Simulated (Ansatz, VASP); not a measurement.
# GaN: VASP beside Ansatz, part 2 of 2

One calculation is typed for both programs; each brings its own data sets. How far apart do they land? The cell is taken from a series of runs on this material, whose earlier steps may have relaxed, scaled, displaced or heated it; both programs get it as it stands.

VASP 6.6.1 and Ansatz 0.2.0.

So far. Step 3 (VASP: single point, r2SCAN, pair 1): The run ends at a pressure of 7.76 GPa, with forces up to 0.0038 eV/Å.

### 5. VASP: single point, r2SCAN, pair 2

Level of this step: r2SCAN; plane waves and PAW (Ga_d, N) (VASP).

With cell and atoms fixed, the geometry can't cause a difference; cores, projectors, grids and the points listed under the comparison can. The cell compared in this pair holds 45.14 Å³, against 44.10 Å³ for the pair before.

INCAR

```
SYSTEM = GaN
PREC = Accurate
ENCUT = 580
EDIFF = 1E-06
NELM = 120
ISMEAR = 0
SIGMA = 0.01
LREAL = .FALSE.
ALGO = Normal
METAGGA = R2SCAN
LASPH = .TRUE.
NBANDS = 24
LORBIT = 11
LWAVE = .FALSE.
LCHARG = .FALSE.
ISIF = 2
GGA_COMPAT = .FALSE.
EFERMI = MIDGAP
LMIXTAU = .TRUE.
KPAR = 2
```

POSCAR

```
GaN
1.0
    3.1672669100      0.0000000000      0.0000000000
   -1.5836334550      2.7429336046      0.0000000000
    0.0000000000      0.0000000000      5.1958482980
Ga N
2 2
Direct
    0.3333333334      0.6666666668      0.9997248470
    0.6666666668      0.3333333334      0.4997248470
    0.3333333334      0.6666666668      0.3752751530
    0.6666666668      0.3333333334      0.8752751530
```

KPOINTS

```
Automatic mesh
0
Gamma
9 9 4
0 0 0
```

The projector-augmented-wave data sets are Ga_d and N (PBE family, release 64).

On the command line:

```bash
$ mpirun -np 2 vasp_std
```

Numbers of over 12 decimals in the logs are rounded to 6 here.

The program printed:

```text
[banner, memory and clock lines left out]
running    2 mpi-ranks, on    1 nodes
[...]
[... a notice as in an earlier step ...]

 LDA part: xc-table for (None), standard interpolation
 POSCAR, INCAR and KPOINTS ok, starting setup
[...]
entering main loop
       N       E                     dE             d eps       ncg     rms          rms(c)
DAV:   1     0.263920653362E+03    0.26392E+03   -0.19669E+04  1848   0.308E+03
DAV:   2    -0.178311086470E+02   -0.28175E+03   -0.27019E+03  1880   0.552E+02
DAV:   3    -0.526185416731E+02   -0.34787E+02   -0.34481E+02  2104   0.154E+02
DAV:   4    -0.536566403698E+02   -0.10381E+01   -0.10367E+01  2128   0.301E+01
[...]
DAV:  19    -0.438159446172E+02   -0.41836E-05   -0.74041E-06  2360   0.337E-02    0.110E-02
DAV:  20    -0.438159461466E+02   -0.15294E-05   -0.64217E-06  1776   0.402E-02    0.954E-03
DAV:  21    -0.438159471155E+02   -0.96891E-06   -0.73274E-07  1144   0.834E-03
   1 F= -.43815947E+02 E0= -.43815947E+02  d E =0.000000E+00
```

From OUTCAR (step 5):

```text
  Total        0.9821833      0.9821833      0.3540544      0.0000000      0.0000000      0.0000000
  in kB       34.8615506     34.8615506     12.5667858      0.0000000      0.0000000      0.0000000
  external PRESSURE =      27.4299623 kB  Pullay stress =       0.0000000 kB

 POSITION                                       TOTAL-FORCE (eV/Angst)
 -----------------------------------------------------------------------------------
      0.00000      1.82862      5.19442        -0.000000     -0.000000      0.000524
      1.58363      0.91431      2.59649         0.000000     -0.000000      0.000524
      0.00000      1.82862      1.94987        -0.000000     -0.000000     -0.000524
      1.58363      0.91431      4.54780        -0.000000      0.000000     -0.000524
 -----------------------------------------------------------------------------------
    total drift:                                0.000000      0.000001     -0.026928

  FREE ENERGIE OF THE ION-ELECTRON SYSTEM (eV)
  ---------------------------------------------------
  free  energy   TOTEN  =       -43.8159471155 eV

  energy  without entropy=      -43.8159471155  energy(sigma->0) =      -43.81594712

[... 1 part as in an earlier step ...]

[... 2 further parts left out ...]
[key lines of the parts left out:]
E-fermi :   6.3844
```

The run ends at a pressure of 2.74 GPa, with forces up to 5.2e-4 eV/Å.

### 6. Ansatz: single point, r2SCAN, pair 2

The same cell, functional, mesh and smearing now go to Ansatz.

The cell is taken from a series of runs on this material, whose earlier steps may have relaxed, scaled, displaced or heated it; both programs get it as it stands.

input.yaml

```yaml
crystal:
  lattice:
    - [3.16726691, 0.0, 0.0]
    - [-1.583633455, 2.7429336046, 0.0]
    - [0.0, 0.0, 5.195848298]
  atoms:
    - { symbol: Ga, position: [0.3333333333, 0.6666666667, -0.000275153] }
    - { symbol: Ga, position: [0.6666666667, 0.3333333333, 0.499724847] }
    - { symbol: "N", position: [0.3333333333, 0.6666666667, 0.375275153] }
    - { symbol: "N", position: [0.6666666667, 0.3333333333, 0.875275153] }
kpoints:
  mp_grid: { grid: [9, 9, 4] }
hamiltonian:
  xc: r2scan
  pseudopotentials: { kind: paw, azcp: { folder: soft_1 } }
scf:
  occupations: { method: gaussian, width: 0.01 }
  n_extra_bands: 10
output:
  eigenvalues: true
  eigenstates:
    kpoints:
      - [0.0, 0.0, 0.0]
      - [0.004032689, -0.002016345, 0.0]
      - [0.0, 0.003492412, 0.0]
      - [0.0, 0.0, 0.00661556]
      - [0.002851542, 0.001043737, 0.0]
      - [0.002851542, -0.003895279, 0.0]
      - [0.002851542, -0.001425771, 0.004677907]
      - [0.002851542, -0.001425771, -0.004677907]
      - [0.0, 0.002469508, 0.004677907]
      - [0.0, 0.002469508, -0.004677907]
      - [0.002328274, 0.000852208, 0.003819495]
      - [0.002328274, 0.000852208, -0.003819495]
      - [0.002328274, -0.003180482, 0.003819495]
      - [-0.002328274, 0.003180482, 0.003819495]
      - [-0.004032689, 0.002016345, 0.0]
      - [0.0, -0.003492412, 0.0]
      - [0.0, 0.0, -0.00661556]
      - [-0.002851542, -0.001043737, 0.0]
      - [-0.002851542, 0.003895279, 0.0]
      - [-0.002851542, 0.001425771, -0.004677907]
      - [-0.002851542, 0.001425771, 0.004677907]
      - [0.0, -0.002469508, -0.004677907]
      - [0.0, -0.002469508, 0.004677907]
      - [-0.002328274, -0.000852208, -0.003819495]
      - [-0.002328274, -0.000852208, 0.003819495]
      - [-0.002328274, 0.003180482, -0.003819495]
      - [0.002328274, -0.003180482, -0.003819495]
      - [0.015122586, -0.007561293, 0.0]
      - [0.0, 0.013096543, 0.0]
      - [0.0, 0.0, 0.024808348]
      - [0.010693283, 0.003914013, 0.0]
      - [0.010693283, -0.014607296, 0.0]
      - [0.010693283, -0.005346641, 0.017542151]
      - [0.010693283, -0.005346641, -0.017542151]
      - [0.0, 0.009260655, 0.017542151]
      - [0.0, 0.009260655, -0.017542151]
      - [0.008731029, 0.003195778, 0.014323107]
      - [0.008731029, 0.003195778, -0.014323107]
      - [0.008731029, -0.011926807, 0.014323107]
      - [-0.008731029, 0.011926807, 0.014323107]
      - [-0.015122586, 0.007561293, 0.0]
      - [0.0, -0.013096543, 0.0]
      - [0.0, 0.0, -0.024808348]
      - [-0.010693283, -0.003914013, 0.0]
      - [-0.010693283, 0.014607296, 0.0]
      - [-0.010693283, 0.005346641, -0.017542151]
      - [-0.010693283, 0.005346641, 0.017542151]
      - [0.0, -0.009260655, -0.017542151]
      - [0.0, -0.009260655, 0.017542151]
      - [-0.008731029, -0.003195778, -0.014323107]
      - [-0.008731029, -0.003195778, 0.014323107]
      - [-0.008731029, 0.011926807, -0.014323107]
      - [0.008731029, -0.011926807, -0.014323107]
      - [0.0, 0.0, 0.0]
      - [0.004032689, -0.002016345, 0.0]
      - [0.0, 0.003492412, 0.0]
      - [0.0, 0.0, 0.00661556]
      - [0.002851542, 0.001043737, 0.0]
      - [0.002851542, -0.003895279, 0.0]
      - [0.002851542, -0.001425771, 0.004677907]
      - [0.002851542, -0.001425771, -0.004677907]
      - [0.0, 0.002469508, 0.004677907]
      - [0.0, 0.002469508, -0.004677907]
      - [0.002328274, 0.000852208, 0.003819495]
      - [0.002328274, 0.000852208, -0.003819495]
      - [0.002328274, -0.003180482, 0.003819495]
      - [-0.002328274, 0.003180482, 0.003819495]
      - [-0.004032689, 0.002016345, 0.0]
      - [0.0, -0.003492412, 0.0]
      - [0.0, 0.0, -0.00661556]
      - [-0.002851542, -0.001043737, 0.0]
      - [-0.002851542, 0.003895279, 0.0]
      - [-0.002851542, 0.001425771, -0.004677907]
      - [-0.002851542, 0.001425771, 0.004677907]
      - [0.0, -0.002469508, -0.004677907]
      - [0.0, -0.002469508, 0.004677907]
      - [-0.002328274, -0.000852208, -0.003819495]
      - [-0.002328274, -0.000852208, 0.003819495]
      - [-0.002328274, 0.003180482, -0.003819495]
      - [0.002328274, -0.003180482, -0.003819495]
      - [0.015122586, -0.007561293, 0.0]
      - [0.0, 0.013096543, 0.0]
      - [0.0, 0.0, 0.024808348]
      - [0.010693283, 0.003914013, 0.0]
      - [0.010693283, -0.014607296, 0.0]
      - [0.010693283, -0.005346641, 0.017542151]
      - [0.010693283, -0.005346641, -0.017542151]
      - [0.0, 0.009260655, 0.017542151]
      - [0.0, 0.009260655, -0.017542151]
      - [0.008731029, 0.003195778, 0.014323107]
      - [0.008731029, 0.003195778, -0.014323107]
      - [0.008731029, -0.011926807, 0.014323107]
      - [-0.008731029, 0.011926807, 0.014323107]
      - [-0.015122586, 0.007561293, 0.0]
      - [0.0, -0.013096543, 0.0]
      - [0.0, 0.0, -0.024808348]
      - [-0.010693283, -0.003914013, 0.0]
      - [-0.010693283, 0.014607296, 0.0]
      - [-0.010693283, 0.005346641, -0.017542151]
      - [-0.010693283, 0.005346641, 0.017542151]
      - [0.0, -0.009260655, -0.017542151]
      - [0.0, -0.009260655, 0.017542151]
      - [-0.008731029, -0.003195778, -0.014323107]
      - [-0.008731029, -0.003195778, 0.014323107]
      - [-0.008731029, 0.011926807, -0.014323107]
      - [0.008731029, -0.011926807, -0.014323107]
basis:
  ecutwfc: 600.0
checkpoint:
  read: start.run
  write: ck
  compress: false
  write_wavefunctions: false
  write_every: 100000
```

On the command line:

```bash
$ ansatz run input.yaml --threads 4 --pin off --max-ram 9216MiB --backend cpu --events-out ev --progress --plain --runs-dir out
```

The program printed:

```text
[...]
Crystal: 4 atoms, lattice volume = 45.139 Å³
Basis set: ecut = 600 eV, 1521 PW (Γ), exchange–correlation on 108×108×180 points (64 copies of the dense FFT grid, shifted against one another)
Bands: 28, of which v1, the nominal top of the filled ones, is band 18 counted from 1 (17 counted from 0)
Symmetry: 12 space group operations
[...]
k-points: 36 of 324 (time reversal used)
[...]
--- Band table (eV; the first three rows and the last of 36) ---
  k-point 0: bands = [... 14 lower, 8.5462, 9.5202, 9.6032, 9.6032, 11.9799, 14.5596, 19.5521, 20.3091, ... 6 higher]
  k-point 1: bands = [... 14 lower, 8.6945, 8.6945, 9.4419, 9.4419, 13.1939, 14.6470, 19.1414, 19.8546, ... 6 higher]
  k-point 2: bands = [... 14 lower, 9.0617, 9.0617, 9.0617, 9.0617, 14.4479, 14.4479, 18.7998, 18.7998, ... 6 higher]
  k-point 35: bands = [... 14 lower, 5.2534, 5.2534, 8.0105, 8.0105, 16.6149, 16.6149, 17.4515, 17.4515, ... 6 higher]
[key lines of the parts left out:]
SCF converged after 2 iterations
Free energy (F): -8352.782407 eV
Fermi energy:    10.791565 eV
```

### 7. Side by side

Compared:

| quantity | Ansatz | VASP | difference |
| --- | --- | --- | --- |
| gap on the k mesh (eV) | 2.377 | 2.367 | +0.010 |

A gap on the mesh is an upper bound, since the band edges may lie between its points.

### 8. Ansatz: single point, r2SCAN, pair 3

With cell and atoms fixed, the geometry can't cause a difference; cores, projectors, grids and the points listed under the comparison can. The cell compared in this pair holds 44.79 Å³, against 45.14 Å³ for the pair before.

The cell is taken from a series of runs on this material, whose earlier steps may have relaxed, scaled, displaced or heated it; both programs get it as it stands.

input.yaml

```yaml
crystal:
  lattice:
    - [3.1513509959, 0.0, 0.0]
    - [-1.5756754979, 2.7291500187, 0.0]
    - [0.0, 0.0, 5.2081440358]
  atoms:
    - { symbol: Ga, position: [0.3333333333, 0.6666666667, 0.0003575784] }
    - { symbol: Ga, position: [0.6666666667, 0.3333333333, 0.5003575784] }
    - { symbol: "N", position: [0.3333333333, 0.6666666667, 0.3746424216] }
    - { symbol: "N", position: [0.6666666667, 0.3333333333, 0.8746424216] }
kpoints:
  mp_grid: { grid: [9, 9, 4] }
hamiltonian:
  xc: r2scan
  pseudopotentials: { kind: paw, azcp: { folder: soft_1 } }
scf:
  occupations: { method: gaussian, width: 0.01 }
  n_extra_bands: 10
output:
  eigenvalues: true
  eigenstates:
    kpoints:
      - [0.0, 0.0, 0.0]
      - [0.004012425, -0.002006212, 0.0]
      - [0.0, 0.003474862, 0.0]
      - [0.0, 0.0, 0.006631215]
      - [0.002837213, 0.001038492, 0.0]
      - [0.002837213, -0.003875705, 0.0]
      - [0.002837213, -0.001418606, 0.004688977]
      - [0.002837213, -0.001418606, -0.004688977]
      - [0.0, 0.002457098, 0.004688977]
      - [0.0, 0.002457098, -0.004688977]
      - [0.002316574, 0.000847925, 0.003828534]
      - [0.002316574, 0.000847925, -0.003828534]
      - [0.002316574, -0.0031645, 0.003828534]
      - [-0.002316574, 0.0031645, 0.003828534]
      - [-0.004012425, 0.002006212, 0.0]
      - [0.0, -0.003474862, 0.0]
      - [0.0, 0.0, -0.006631215]
      - [-0.002837213, -0.001038492, 0.0]
      - [-0.002837213, 0.003875705, 0.0]
      - [-0.002837213, 0.001418606, -0.004688977]
      - [-0.002837213, 0.001418606, 0.004688977]
      - [0.0, -0.002457098, -0.004688977]
      - [0.0, -0.002457098, 0.004688977]
      - [-0.002316574, -0.000847925, -0.003828534]
      - [-0.002316574, -0.000847925, 0.003828534]
      - [-0.002316574, 0.0031645, -0.003828534]
      - [0.002316574, -0.0031645, -0.003828534]
      - [0.015046593, -0.007523296, 0.0]
      - [0.0, 0.013030731, 0.0]
      - [0.0, 0.0, 0.024867056]
      - [0.010639548, 0.003894345, 0.0]
      - [0.010639548, -0.014533892, 0.0]
      - [0.010639548, -0.005319774, 0.017583664]
      - [0.010639548, -0.005319774, -0.017583664]
      - [0.0, 0.009214119, 0.017583664]
      - [0.0, 0.009214119, -0.017583664]
      - [0.008687154, 0.003179719, 0.014357001]
      - [0.008687154, 0.003179719, -0.014357001]
      - [0.008687154, -0.011866873, 0.014357001]
      - [-0.008687154, 0.011866873, 0.014357001]
      - [-0.015046593, 0.007523296, 0.0]
      - [0.0, -0.013030731, 0.0]
      - [0.0, 0.0, -0.024867056]
      - [-0.010639548, -0.003894345, 0.0]
      - [-0.010639548, 0.014533892, 0.0]
      - [-0.010639548, 0.005319774, -0.017583664]
      - [-0.010639548, 0.005319774, 0.017583664]
      - [0.0, -0.009214119, -0.017583664]
      - [0.0, -0.009214119, 0.017583664]
      - [-0.008687154, -0.003179719, -0.014357001]
      - [-0.008687154, -0.003179719, 0.014357001]
      - [-0.008687154, 0.011866873, -0.014357001]
      - [0.008687154, -0.011866873, -0.014357001]
      - [0.0, 0.0, 0.0]
      - [0.004012425, -0.002006212, 0.0]
      - [0.0, 0.003474862, 0.0]
      - [0.0, 0.0, 0.006631215]
      - [0.002837213, 0.001038492, 0.0]
      - [0.002837213, -0.003875705, 0.0]
      - [0.002837213, -0.001418606, 0.004688977]
      - [0.002837213, -0.001418606, -0.004688977]
      - [0.0, 0.002457098, 0.004688977]
      - [0.0, 0.002457098, -0.004688977]
      - [0.002316574, 0.000847925, 0.003828534]
      - [0.002316574, 0.000847925, -0.003828534]
      - [0.002316574, -0.0031645, 0.003828534]
      - [-0.002316574, 0.0031645, 0.003828534]
      - [-0.004012425, 0.002006212, 0.0]
      - [0.0, -0.003474862, 0.0]
      - [0.0, 0.0, -0.006631215]
      - [-0.002837213, -0.001038492, 0.0]
      - [-0.002837213, 0.003875705, 0.0]
      - [-0.002837213, 0.001418606, -0.004688977]
      - [-0.002837213, 0.001418606, 0.004688977]
      - [0.0, -0.002457098, -0.004688977]
      - [0.0, -0.002457098, 0.004688977]
      - [-0.002316574, -0.000847925, -0.003828534]
      - [-0.002316574, -0.000847925, 0.003828534]
      - [-0.002316574, 0.0031645, -0.003828534]
      - [0.002316574, -0.0031645, -0.003828534]
      - [0.015046593, -0.007523296, 0.0]
      - [0.0, 0.013030731, 0.0]
      - [0.0, 0.0, 0.024867056]
      - [0.010639548, 0.003894345, 0.0]
      - [0.010639548, -0.014533892, 0.0]
      - [0.010639548, -0.005319774, 0.017583664]
      - [0.010639548, -0.005319774, -0.017583664]
      - [0.0, 0.009214119, 0.017583664]
      - [0.0, 0.009214119, -0.017583664]
      - [0.008687154, 0.003179719, 0.014357001]
      - [0.008687154, 0.003179719, -0.014357001]
      - [0.008687154, -0.011866873, 0.014357001]
      - [-0.008687154, 0.011866873, 0.014357001]
      - [-0.015046593, 0.007523296, 0.0]
      - [0.0, -0.013030731, 0.0]
      - [0.0, 0.0, -0.024867056]
      - [-0.010639548, -0.003894345, 0.0]
      - [-0.010639548, 0.014533892, 0.0]
      - [-0.010639548, 0.005319774, -0.017583664]
      - [-0.010639548, 0.005319774, 0.017583664]
      - [0.0, -0.009214119, -0.017583664]
      - [0.0, -0.009214119, 0.017583664]
      - [-0.008687154, -0.003179719, -0.014357001]
      - [-0.008687154, -0.003179719, 0.014357001]
      - [-0.008687154, 0.011866873, -0.014357001]
      - [0.008687154, -0.011866873, -0.014357001]
basis:
  ecutwfc: 600.0
checkpoint:
  read: start.run
  write: ck
  compress: false
  write_wavefunctions: false
  write_every: 100000
```

The program printed:

```text
[...]
Crystal: 4 atoms, lattice volume = 44.793 Å³
Basis set: ecut = 600 eV, 1521 PW (Γ), exchange–correlation on 108×108×180 points (64 copies of the dense FFT grid, shifted against one another)
Bands: 28, of which v1, the nominal top of the filled ones, is band 18 counted from 1 (17 counted from 0)
Symmetry: 12 space group operations
[...]
k-points: 36 of 324 (time reversal used)
[...]
--- Band table (eV; the first three rows and the last of 36) ---
  k-point 0: bands = [... 14 lower, 8.6918, 9.6051, 9.7383, 9.7383, 12.1356, 14.8166, 19.6593, 20.5458, ... 6 higher]
  k-point 1: bands = [... 14 lower, 8.8385, 8.8385, 9.5786, 9.5786, 13.3560, 14.8892, 19.2590, 19.9586, ... 6 higher]
  k-point 2: bands = [... 14 lower, 9.2020, 9.2020, 9.2020, 9.2020, 14.6450, 14.6450, 18.9341, 18.9341, ... 6 higher]
  k-point 35: bands = [... 14 lower, 5.3355, 5.3355, 8.0761, 8.0761, 16.7273, 16.7273, 17.5492, 17.5492, ... 6 higher]
[key lines of the parts left out:]
SCF converged after 2 iterations
Free energy (F): -8352.772591 eV
Fermi energy:    10.936954 eV
```

### 9. VASP: single point, r2SCAN, pair 3

The same cell, functional, mesh and smearing now go to VASP, with its own data sets.

INCAR is that of step 5.

POSCAR

```
GaN
1.0
    3.1513509959      0.0000000000      0.0000000000
   -1.5756754979      2.7291500187      0.0000000000
    0.0000000000      0.0000000000      5.2081440358
Ga N
2 2
Direct
    0.3333333334      0.6666666668      0.0003575784
    0.6666666668      0.3333333334      0.5003575784
    0.3333333334      0.6666666668      0.3746424216
    0.6666666668      0.3333333334      0.8746424216
```

KPOINTS is that of step 5.

On the command line:

```bash
$ mpirun -np 2 vasp_std
```

The program printed:

```text
[... set-up lines as in an earlier step ...]
 entering main loop
       N       E                     dE             d eps       ncg     rms          rms(c)
DAV:   1     0.268843196914E+03    0.26884E+03   -0.19806E+04  1872   0.309E+03
DAV:   2    -0.180123973141E+02   -0.28686E+03   -0.27320E+03  1904   0.562E+02
DAV:   3    -0.525766560799E+02   -0.34564E+02   -0.34270E+02  2024   0.154E+02
DAV:   4    -0.536647044230E+02   -0.10880E+01   -0.10860E+01  2296   0.308E+01
[...]
DAV:  19    -0.438035075934E+02   -0.32141E-05   -0.83898E-06  2392   0.438E-02    0.102E-02
DAV:  20    -0.438035089139E+02   -0.13205E-05   -0.54980E-06  2056   0.314E-02    0.457E-03
DAV:  21    -0.438035094338E+02   -0.51986E-06   -0.44260E-07  1056   0.832E-03
   1 F= -.43803509E+02 E0= -.43803509E+02  d E =0.000000E+00
```

OUTCAR, selected parts (step 9):

```text
  Total        1.6505462      1.6505462      0.3518537      0.0000000      0.0000000      0.0000000
  in kB       59.0379255     59.0379255     12.5853569      0.0000000      0.0000000      0.0000000
  external PRESSURE =      43.5537360 kB  Pullay stress =       0.0000000 kB

 POSITION                                       TOTAL-FORCE (eV/Angst)
 -----------------------------------------------------------------------------------
      0.00000      1.81943      0.00186        -0.000000      0.000000      0.001484
      1.57568      0.90972      2.60593         0.000000     -0.000000      0.001484
      0.00000      1.81943      1.95119         0.000000     -0.000000     -0.001484
      1.57568      0.90972      4.55526         0.000000     -0.000000     -0.001484
 -----------------------------------------------------------------------------------
    total drift:                                0.000000      0.000001     -0.030568

  FREE ENERGIE OF THE ION-ELECTRON SYSTEM (eV)
  ---------------------------------------------------
  free  energy   TOTEN  =       -43.8035094338 eV

  energy  without entropy=      -43.8035094338  energy(sigma->0) =      -43.80350943

[... 1 part as in an earlier step ...]

[... 2 further parts left out ...]
[key lines of the parts left out:]
E-fermi :   6.4960
```

The run ends at a pressure of 4.36 GPa, with forces up to 0.0015 eV/Å.

### 10. Differences

Both answers:

| quantity | Ansatz | VASP | difference |
| --- | --- | --- | --- |
| gap on the k mesh (eV) | 2.397 | 2.387 | +0.010 |

A gap on the mesh is an upper bound, since the band edges may lie between its points.

### 11. Summary of results

```
difference in gap on the k mesh (single point, r2SCAN, pair 1) : 0.011 eV
difference in gap on the k mesh (single point, r2SCAN, pair 2) : 0.0096 eV
difference in gap on the k mesh (single point, r2SCAN, pair 3) : 0.010 eV
```

What this shows: The difference in gap on the k mesh is 0.011 eV (single point, r2SCAN, pair 1), within the 0.08 eV picked in this series as the mark of a large difference. 5 further runs of this series are not shown here. How closely two codes agree says nothing of how well the functional describes the real material.

[Lines on the potential files, build, host, timing and source positions are cut from VASP's logs without a mark.]

[Logs are printed without paths, hosts, clocks, repeated set-up lines and the standing remarks that a program may print on its own settings, such as how far it seeks lower states.]

[Hosts, paths, dates, database ids (printed as entryN), source tags and the programs' standing remarks are cut or masked in the printed files.]
